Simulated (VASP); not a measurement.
Take MoSi2 (MoSi2 type), from the solid elements, with no thermal terms, in VASP with PAW potentials, and its formation energy.

Task: One run gives -0.589 eV/atom. Which level is it?
A. LDA
B. PBE
C. r2SCAN

Result: A, LDA.  The others give -0.463 (r2SCAN), -0.492 (PBE).

Only levels that ran to the end are used. Left out are those held back, those with too coarse a band path, GW runs whose mesh misses a band edge, hybrids' fits of cells that aren't cubic and levels without matching references; a question may draw on a part of the rest.
